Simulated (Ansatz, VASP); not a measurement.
# H in two plane-wave programs

Wanted: the spread between two codes on one cell, functional and k mesh. The cell is taken from a series of runs on this material, whose earlier steps may have relaxed, scaled, displaced or heated it; both programs get it as it stands.

Calculated with Ansatz 0.2.0; plane waves, with VASP 6.6.1 beside it; zone-centre phonons at PBEsol.

### 1. The starting structure

The structure is tetragonal, space group I4/mmm (No. 139). The conventional cell has a = 3.554 Å, b = 3.554 Å, c = 4.483 Å, α = 90.00°, β = 90.00°, γ = 90.00°. Nearest to H lie 1 H at 0.76 Å.

Structure file:

```xyz
2
Lattice="-1.7770 1.7770 2.2413 1.7770 -1.7770 2.2413 1.7770 1.7770 -2.2413" Properties=species:S:1:pos:R:3 pbc="T T T"
H     0.0000    0.0000    4.1029
H     0.0000    0.0000    0.3796
```

### 2. VASP: zone-centre phonons, PBEsol

Second derivatives magnify differences that forces hide, and they need a tight electronic threshold.

Lines of VASP's logs that name or quote its potential files are left out, and so is its time.

INCAR

```
SYSTEM = H
PREC = Accurate
ENCUT = 500
EDIFF = 1E-08
NELM = 120
ISMEAR = 0
SIGMA = 0.01
LREAL = .FALSE.
ALGO = Normal
GGA = PS
NBANDS = 7
LORBIT = 11
LWAVE = .FALSE.
LCHARG = .FALSE.
ISIF = 2
IBRION = 8
LEPSILON = .TRUE.
LASPH = .TRUE.
GGA_COMPAT = .FALSE.
EFERMI = MIDGAP
```

POSCAR

```
H
1.0
   -1.7769716464      1.7769716464      2.2412544899
    1.7769716464     -1.7769716464      2.2412544899
    1.7769716464      1.7769716464     -2.2412544899
H
2
Direct
    0.9153142768      0.9153142768      0.0000000000
    0.0846857232      0.0846857232      0.0000000000
```

KPOINTS

```
Automatic mesh
0
Gamma
10 10 10
0 0 0
```

Potentials, in the order of the species: H (PBE family, release 64).

Started as:

```bash
$ mpirun -np 1 vasp_std
```

Numbers of over 12 decimals in the logs are rounded to 6 here.

The log of the run:

```text
[banner, memory and clock lines left out]
running    1 mpi-ranks, on    1 nodes
 distrk:  each k-point on    1 cores,    1 groups
 distr:  one band on    1 cores,    1 groups

 POSCAR found type information on POSCAR H
 POSCAR found :  1 types and       2 ions
|                                                                             |
|               ----> ADVICE to this user running VASP <----                  |
|                                                                             |
|     You enforced a specific xc type in the INCAR file but a different       |
|     [... a line on the potential file left out ...]
|     I HOPE YOU KNOW WHAT YOU ARE DOING!                                     |
|                                                                             |

 LDA part: xc-table for (Slater+PW92), standard interpolation
 POSCAR, INCAR and KPOINTS ok, starting setup
 FFT: planning ... GRIDC
 FFT: planning ... GRID_SOFT
 FFT: planning ... GRID
 WAVECAR not read
 entering main loop
       N       E                     dE             d eps       ncg     rms          rms(c)
DAV:   1    -0.671015886032E+01   -0.67102E+01   -0.43074E+02  1428   0.173E+02
DAV:   2    -0.704863069153E+01   -0.33847E+00   -0.33847E+00  1939   0.114E+01
DAV:   3    -0.704908050966E+01   -0.44982E-03   -0.44982E-03  1589   0.407E-01
DAV:   4    -0.704908122742E+01   -0.71776E-06   -0.71776E-06  2114   0.166E-02
DAV:   5    -0.704908122816E+01   -0.74030E-09   -0.74030E-09  1624   0.336E-04    0.419E+00
DAV:   6    -0.668470190403E+01    0.36438E+00   -0.20510E-01  1470   0.154E+00    0.227E+00
DAV:   7    -0.652193195196E+01    0.16277E+00   -0.39022E-01  1512   0.225E+00    0.254E-01
DAV:   8    -0.652728748392E+01   -0.53555E-02   -0.65290E-03  1533   0.317E-01    0.117E-01
DAV:   9    -0.652695907639E+01    0.32841E-03   -0.10352E-03  1715   0.138E-01    0.129E-02
DAV:  10    -0.652697098778E+01   -0.11911E-04   -0.14293E-05  1638   0.238E-02    0.340E-03
DAV:  11    -0.652697610744E+01   -0.51197E-05   -0.53807E-06  1554   0.133E-02    0.401E-04
DAV:  12    -0.652697610422E+01    0.32176E-08   -0.87111E-08  1827   0.195E-03
   1 F= -.65269761E+01 E0= -.65269761E+01  d E =0.000000E+00
 Linear response reoptimize wavefunctions to high precision
DAV:   1    -0.652697612869E+01   -0.24473E-07   -0.20845E-08  1561   0.920E-04
DAV:   2    -0.652697612870E+01   -0.67928E-11   -0.67974E-11  1841   0.502E-05
 Linear response G [H, r] |phi>, progress :
  Direction:   1
       N       E                     dE             d eps       ncg     rms
RMM:   1    -0.754435528680E+01   -0.75444E+01   -0.11741E+01  2610   0.130E+01
RMM:   2    -0.765927804395E+01   -0.11492E+00   -0.13929E-01  2302   0.220E+00
RMM:   3    -0.765973174294E+01   -0.45370E-03   -0.43773E-04  2356   0.113E-01
RMM:   4    -0.765973301472E+01   -0.12718E-05   -0.21686E-06  2429   0.705E-03
RMM:   5    -0.765973302242E+01   -0.76952E-08   -0.19299E-08  2288   0.591E-04
 Linear response G [H, r] |phi>, progress :
  Direction:   2
       N       E                     dE             d eps       ncg     rms
RMM:   1    -0.735467303783E+01   -0.73547E+01   -0.11744E+01  2624   0.129E+01
RMM:   2    -0.748027565440E+01   -0.12560E+00   -0.15865E-01  2315   0.238E+00
RMM:   3    -0.748080393566E+01   -0.52828E-03   -0.51609E-04  2356   0.123E-01
RMM:   4    -0.748080543559E+01   -0.14999E-05   -0.25445E-06  2410   0.753E-03
RMM:   5    -0.748080544493E+01   -0.93369E-08   -0.41924E-08  2215   0.672E-04
 Linear response G [H, r] |phi>, progress :
  Direction:   3
       N       E                     dE             d eps       ncg     rms
RMM:   1    -0.754005616861E+01   -0.75401E+01   -0.97330E+00  2903   0.154E+01
RMM:   2    -0.759360478672E+01   -0.53549E-01   -0.47298E-02  2259   0.101E+00
RMM:   3    -0.759382372554E+01   -0.21894E-03   -0.24533E-04  2323   0.662E-02
RMM:   4    -0.759382612634E+01   -0.24008E-05   -0.57286E-06  2252   0.665E-03
RMM:   5    -0.759382615385E+01   -0.27504E-07   -0.45881E-08  2138   0.549E-04
RMM:   6    -0.759382615397E+01   -0.12886E-09   -0.15114E-08  1825   0.891E-05
 Linear response to external field (no local field effect), progress :
  Direction:   1
       N       E                     dE             d eps       ncg     rms          rms(c)
RMM:   1    -0.327828603396E-01   -0.32783E-01   -0.37346E-02  3029   0.696E-01
RMM:   2    -0.331794201829E-01   -0.39656E-03   -0.38849E-04  2246   0.111E-01
RMM:   3    -0.331814113884E-01   -0.19912E-05   -0.15998E-06  2279   0.626E-03
RMM:   4    -0.331814165824E-01   -0.51940E-08   -0.91899E-09  2212   0.429E-04
 change of polarisation eV/A/(eV/A) component  1 :     0.066    -0.012     0.020
 dielectric tensor                  component  1 :     1.424    -0.074     0.130
 Linear response to external field (no local field effect), progress :
  Direction:   2
       N       E                     dE             d eps       ncg     rms          rms(c)
RMM:   1    -0.309116743401E-01   -0.30912E-01   -0.38618E-02  3004   0.696E-01
RMM:   2    -0.313197628202E-01   -0.40809E-03   -0.40619E-04  2251   0.115E-01
RMM:   3    -0.313219605236E-01   -0.21977E-05   -0.17842E-06  2279   0.650E-03
RMM:   4    -0.313219664395E-01   -0.59159E-08   -0.10387E-08  2189   0.450E-04
 change of polarisation eV/A/(eV/A) component  2 :    -0.012     0.063     0.025
[...]
RMM:   1    -0.532004366669E-01   -0.53200E-01   -0.57521E-02  3000   0.113E+00
RMM:   2    -0.536326854128E-01   -0.43225E-03   -0.38277E-04  2224   0.919E-02
RMM:   3    -0.536346072397E-01   -0.19218E-05   -0.16948E-06  2139   0.515E-03
RMM:   4    -0.536346388998E-01   -0.31660E-07   -0.53532E-08  2101   0.657E-04
RMM:   5    -0.536346390648E-01   -0.16498E-09   -0.23580E-10  1711   0.443E-05
 change of polarisation eV/A/(eV/A) component  3 :     0.020     0.025     0.107
 dielectric tensor                  component  3 :     0.130     0.159     1.686
 Linear response to external field, progress :
  Direction:   1
       N       E                     dE             d eps       ncg     rms          rms(c)
RMM:   1    -0.318472673483E-01   -0.31847E-01   -0.37982E-02  5068   0.696E-01
RMM:   2    -0.322495913823E-01   -0.40232E-03   -0.39738E-04  3775   0.113E-01    0.253E-01
RMM:   3    -0.320935324604E-01    0.15606E-03   -0.36244E-04  3835   0.979E-02    0.151E-01
RMM:   4    -0.359527939765E-01   -0.38593E-02   -0.98513E-04  3800   0.161E-01    0.193E-02
RMM:   5    -0.366768223888E-01   -0.72403E-03   -0.16689E-05  3758   0.217E-02    0.995E-04
RMM:   6    -0.367217000611E-01   -0.44878E-04   -0.15495E-07  3926   0.200E-03    0.447E-04
RMM:   7    -0.367297349310E-01   -0.80349E-05   -0.48916E-08  3839   0.131E-03    0.455E-05
RMM:   8    -0.367269154961E-01    0.28194E-05   -0.55703E-10  3857   0.121E-04    0.219E-05
RMM:   9    -0.367272284611E-01   -0.31297E-06   -0.10586E-10  3529   0.638E-05    0.191E-06
 change of polarisation eV/A/(eV/A) component  1 :     0.062    -0.002     0.022
 dielectric tensor                  component  1 :     1.399    -0.015     0.142
 Linear response to external field, progress :
  Direction:   2
       N       E                     dE             d eps       ncg     rms          rms(c)
RMM:   1    -0.318472673304E-01   -0.31847E-01   -0.37982E-02  5068   0.696E-01
RMM:   2    -0.322495916202E-01   -0.40232E-03   -0.39731E-04  3775   0.113E-01    0.253E-01
RMM:   3    -0.320935315076E-01    0.15606E-03   -0.36240E-04  3835   0.979E-02    0.151E-01
RMM:   4    -0.359527839495E-01   -0.38593E-02   -0.98507E-04  3801   0.161E-01    0.193E-02
RMM:   5    -0.366768110160E-01   -0.72403E-03   -0.16695E-05  3761   0.217E-02    0.994E-04
RMM:   6    -0.367217021923E-01   -0.44891E-04   -0.15497E-07  3932   0.200E-03    0.447E-04
RMM:   7    -0.367297314530E-01   -0.80293E-05   -0.48928E-08  3844   0.131E-03    0.454E-05
RMM:   8    -0.367269167416E-01    0.28147E-05   -0.55678E-10  3861   0.121E-04    0.219E-05
RMM:   9    -0.367272290380E-01   -0.31230E-06   -0.10618E-10  3532   0.638E-05    0.191E-06
 change of polarisation eV/A/(eV/A) component  2 :    -0.002     0.062     0.005
 dielectric tensor                  component  2 :    -0.015     1.399     0.035
 Linear response to external field, progress :
  Direction:   3
       N       E                     dE             d eps       ncg     rms          rms(c)
RMM:   1    -0.532004366669E-01   -0.53200E-01   -0.57521E-02  3000   0.113E+00
RMM:   2    -0.536326854128E-01   -0.43225E-03   -0.38277E-04  2224   0.919E-02    0.562E-01
RMM:   3    -0.476271321926E-01    0.60056E-02   -0.27927E-03  2240   0.245E-01    0.258E-01
RMM:   4    -0.515750430411E-01   -0.39479E-02   -0.27297E-03  2222   0.245E-01    0.488E-02
RMM:   5    -0.535855568162E-01   -0.20105E-02   -0.71052E-05  2174   0.426E-02    0.240E-03
RMM:   6    -0.536564119475E-01   -0.70855E-04   -0.87104E-07  2304   0.493E-03    0.138E-03
RMM:   7    -0.536879473541E-01   -0.31535E-04   -0.21431E-07  2269   0.259E-03    0.460E-04
RMM:   8    -0.536862685525E-01    0.16788E-05   -0.48571E-09  2344   0.360E-04    0.113E-04
RMM:   9    -0.536860303454E-01    0.23821E-06   -0.14254E-10  2065   0.665E-05    0.396E-05
RMM:  10    -0.536860234361E-01    0.69093E-08   -0.12695E-11  1877   0.243E-05    0.144E-06
 change of polarisation eV/A/(eV/A) component  3 :     0.019     0.023     0.088
 dielectric tensor                  component  3 :     0.120     0.147     1.563
 Linear response DOF=           2
 Linear response progress:
  Degree of freedom:   1/  2
       N       E                     dE             d eps       ncg     rms          rms(c)
RMM:   1    -0.155978486593E-01   -0.15598E-01   -0.11333E-02  6656   0.502E-01
RMM:   2    -0.156334041963E-01   -0.35556E-04   -0.55577E-05  6074   0.317E-02    0.940E-02
RMM:   3    -0.158217301766E-01   -0.18833E-03   -0.15225E-05  6746   0.174E-02    0.550E-02
RMM:   4    -0.162704746183E-01   -0.44874E-03   -0.28352E-05  6187   0.242E-02    0.239E-03
RMM:   5    -0.162478408687E-01    0.22634E-04   -0.30028E-07  6287   0.329E-03    0.308E-04
RMM:   6    -0.162436726988E-01    0.41682E-05   -0.19781E-08  6770   0.107E-03    0.179E-04
RMM:   7    -0.162437906061E-01   -0.11791E-06   -0.19244E-09  6711   0.260E-04    0.269E-05
RMM:   8    -0.162438798234E-01   -0.89217E-07   -0.73465E-10  6760   0.865E-05    0.643E-06
RMM:   9    -0.162438906341E-01   -0.10811E-07   -0.63063E-10  7060   0.157E-05    0.606E-07
RMM:  10    -0.162438967540E-01   -0.61200E-08   -0.62552E-10  6675   0.901E-06    0.232E-07
 first order change of Fermi-energy  -0.70936E-04
 force on displaced ion       1 direction 1 :  -0.032   0.000  -0.000
 Born effective charge ion    1 direction 1 :   0.000   0.000  -0.000
 Linear response progress:
  Degree of freedom:   2/  2
       N       E                     dE             d eps       ncg     rms          rms(c)
RMM:   1    -0.184433135239E-01   -0.18443E-01   -0.10532E-02  2327   0.552E-01
RMM:   2    -0.184802958806E-01   -0.36982E-04   -0.51299E-05  2210   0.381E-02    0.195E-01
RMM:   3    -0.184406553811E-01    0.39640E-04   -0.11943E-04  2253   0.496E-02    0.101E-01
RMM:   4    -0.191104868785E-01   -0.66983E-03   -0.12997E-04  2219   0.524E-02    0.903E-03
RMM:   5    -0.190965180608E-01    0.13969E-04   -0.17435E-06  2240   0.666E-03    0.141E-03
RMM:   6    -0.190930113857E-01    0.35067E-05   -0.31196E-08  2329   0.103E-03    0.726E-04
RMM:   7    -0.190871987028E-01    0.58127E-05   -0.39329E-08  2216   0.123E-03    0.115E-04
RMM:   8    -0.190864953791E-01    0.70332E-06   -0.14840E-09  2420   0.182E-04    0.338E-05
RMM:   9    -0.190864896012E-01    0.57779E-08   -0.65648E-10  2392   0.387E-05    0.386E-06
 first order change of Fermi-energy  -0.12635E+01
 force on displaced ion       1 direction 3 :   0.000   0.000 -32.953
 Born effective charge ion    1 direction 3 :   0.000   0.000   0.000
 Born effective charges drift removed
 Linear response finished
```

OUTCAR, selected parts (step 2):

```text
ion  position               nearest neighbor table
   1  0.915  0.915  0.000-   2 0.76
   2  0.085  0.085  0.000-   1 0.76

  LATTYP: Found a body centered tetragonal cell.
 ALAT       =     3.5539432928
 C/A-ratio  =     1.2612775755

 Subroutine GETGRP returns: Found 16 space group operations
 (whereof 16 operations were pure point group operations)

The static configuration has the point symmetry D_4h.

 Found    102 irreducible k-points:

   k-points           NKPTS =    102   k-points in BZ     NKDIM =    102   number of bands    NBANDS=      7

   dimension x,y,z NGX =    28 NGY =   28 NGZ =   28
   dimension x,y,z NGXF=    56 NGYF=   56 NGZF=   56

   ENCUT  =  500.0 eV  36.75 Ry    6.06 a.u.   6.14  6.14  6.14*2*pi/ulx,y,z

   NELECT =       2.0000    total number of electrons

 k-points in reciprocal lattice and weights: Automatic mesh
   0.00000000  0.00000000  0.00000000       0.001
   0.10000000 -0.00000000  0.00000000       0.008
   0.20000000 -0.00000000  0.00000000       0.008
   0.30000000 -0.00000000  0.00000000       0.008
   0.40000000 -0.00000000  0.00000000       0.008
   0.50000000 -0.00000000  0.00000000       0.004
   0.10000000  0.10000000  0.00000000       0.008
   0.20000000  0.10000000  0.00000000       0.016
   0.30000000  0.10000000  0.00000000       0.016
[...]
-0.40000000 -0.40000000  0.40000000       0.002
   0.50000000  0.50000000  0.50000000       0.001

 average (electrostatic) potential at core
       1 -39.8048       2 -39.8048

  Total       -0.0331034     -0.0331034     -0.0350964      0.0000000      0.0000000      0.0000000
  in kB       -1.8735767     -1.8735767     -1.9863712      0.0000000      0.0000000      0.0000000
  external PRESSURE =      -1.9111749 kB  Pullay stress =       0.0000000 kB

  energy-cutoff  :      500.00
  volume of cell :       28.31
      direct lattice vectors                 reciprocal lattice vectors
    -1.776971646  1.776971646  2.241254490     0.000000000  0.281377590  0.223089347
     1.776971646 -1.776971646  2.241254490     0.281377590  0.000000000  0.223089347
     1.776971646  1.776971646 -2.241254490     0.281377590  0.281377590  0.000000000

 POSITION                                       TOTAL-FORCE (eV/Angst)
 -----------------------------------------------------------------------------------
      0.00000      0.00000      4.10290         0.000000      0.000000     -0.007319
      0.00000      0.00000      0.37960        -0.000000     -0.000000      0.007319
 -----------------------------------------------------------------------------------
    total drift:                                0.000000     -0.000000      0.000000

 MACROSCOPIC STATIC DIELECTRIC TENSOR (including local field effects in DFT)
 ------------------------------------------------------
           1.399460     0.000000     0.000000
           0.000000     1.399460    -0.000000
           0.000000    -0.000000     1.562893
 ------------------------------------------------------

 PIEZOELECTRIC TENSOR (including local field effects)  for field in x, y, z        (C/m^2)
          XX          YY          ZZ          XY          YZ          ZX
  --------------------------------------------------------------------------------
  x     0.00000     0.00000     0.00000     0.00000     0.00000     0.00000
  y     0.00000     0.00000     0.00000     0.00000     0.00000     0.00000
  z     0.00000     0.00000     0.00000     0.00000     0.00000     0.00000

 BORN EFFECTIVE CHARGES (including local field effects) (in |e|, cummulative output)
 ---------------------------------------------------------------------------------
 ion    1
    1     0.00000     0.00000     0.00000
    2     0.00000     0.00000     0.00000
    3     0.00000     0.00000     0.00000
 ion    2
    1     0.00000     0.00000     0.00000
    2     0.00000     0.00000     0.00000
    3     0.00000     0.00000     0.00000

 Eigenvectors and eigenvalues of the dynamical matrix
 ----------------------------------------------------

   1 f  =  126.915291 THz   797.432294 2PiTHz 4233.438432 cm-1   524.879234 meV
             X         Y         Z           dx          dy          dz
      0.000000  0.000000  4.102904     0.000000    0.000000   -0.707107
      0.000000  0.000000  0.379605     0.000000    0.000000    0.707107

   2 f  =    3.961629 THz    24.891650 2PiTHz  132.145726 cm-1    16.383974 meV
             X         Y         Z           dx          dy          dz
      0.000000  0.000000  4.102904    -0.707107    0.000000    0.000000
      0.000000  0.000000  0.379605     0.707107    0.000000    0.000000

   3 f  =    3.961629 THz    24.891650 2PiTHz  132.145726 cm-1    16.383974 meV
             X         Y         Z           dx          dy          dz
      0.000000  0.000000  4.102904     0.000000    0.707107    0.000000
      0.000000  0.000000  0.379605     0.000000   -0.707107    0.000000

   4 f  =    0.000000 THz     0.000000 2PiTHz    0.000000 cm-1     0.000000 meV
             X         Y         Z           dx          dy          dz
      0.000000  0.000000  4.102904     0.707107    0.000000    0.000000
      0.000000  0.000000  0.379605     0.707107    0.000000    0.000000

   5 f  =    0.000000 THz     0.000000 2PiTHz    0.000000 cm-1     0.000000 meV
             X         Y         Z           dx          dy          dz
      0.000000  0.000000  4.102904     0.000000   -0.000000    0.707107
      0.000000  0.000000  0.379605     0.000000    0.000000    0.707107

   6 f/i=    0.000000 THz     0.000002 2PiTHz    0.000009 cm-1     0.000001 meV
             X         Y         Z           dx          dy          dz
      0.000000  0.000000  4.102904     0.000000   -0.707107   -0.000000
      0.000000  0.000000  0.379605     0.000000   -0.707107    0.000000

 MACROSCOPIC STATIC DIELECTRIC TENSOR IONIC CONTRIBUTION
 ------------------------------------------------------
           0.000000     0.000000     0.000000
           0.000000     0.000000     0.000000
           0.000000     0.000000     0.000000
 ------------------------------------------------------

 ELASTIC MODULI CONTR FROM IONIC RELAXATION (kBar)
 Direction    XX          YY          ZZ          XY          YZ          ZX
 --------------------------------------------------------------------------------
 XX          -0.0003     -0.0003     -0.5531      0.0000     -0.0000      0.0000
 YY          -0.0003     -0.0003     -0.5531      0.0000     -0.0000      0.0000
 ZZ          -0.5531     -0.5531  -1067.8687      0.0000     -0.0000      0.0000
 XY           0.0000      0.0000      0.0000      0.0000      0.0000      0.0000
 YZ          -0.0000     -0.0000     -0.0000      0.0000     -2.2290      0.0000
 ZX           0.0000      0.0000      0.0000      0.0000      0.0000     -2.3107
 --------------------------------------------------------------------------------

 PIEZOELECTRIC TENSOR IONIC CONTR  for field in x, y, z        (C/m^2)
          XX          YY          ZZ          XY          YZ          ZX
  --------------------------------------------------------------------------------
  x     0.00000     0.00000     0.00000     0.00000     0.00000     0.00000
  y     0.00000     0.00000     0.00000     0.00000     0.00000     0.00000
  z     0.00000     0.00000     0.00000     0.00000     0.00000     0.00000
```

(Part 1 of 2 ends here.)

[Lines on the potential files, build, host, timing and source positions are cut from VASP's logs without a mark.]

[Logs are printed without paths, hosts, clocks, repeated set-up lines and the standing remarks that a program may print on its own settings, such as how far it seeks lower states.]

[Hosts, paths, dates, database ids (printed as entryN), source tags and the programs' standing remarks are cut or masked in the printed files.]
